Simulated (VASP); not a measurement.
Consider the following.

```xyz
1
Lattice="0.0000 1.8595 1.8595 1.8595 0.0000 1.8595 1.8595 1.8595 0.0000" Properties=species:S:1:pos:R:3 pbc="T T T"
Rh     0.0000     0.0000     0.0000
```

Computed with LDA (Ceperley-Alder, Perdew-Zunger), VASP's LDA PAW potentials (set 64) (plane waves; VASP 6.6.1). Settings: 520 eV cut-off, 17×17×17 Γ-centred mesh, first-order Methfessel-Paxton smearing of 0.10 eV, potentials Rh_pv.

Give the stress tensor in GPa (positive for a compressed cell).

```
10.42   0.00   0.00
 0.00  10.42   0.00
 0.00   0.00  10.42
```
The pressure is its mean diagonal, 10.42 GPa.

The compound is Rh in the fcc structure. This cell is one point of a volume scan, at 0.97 of the reference volume.
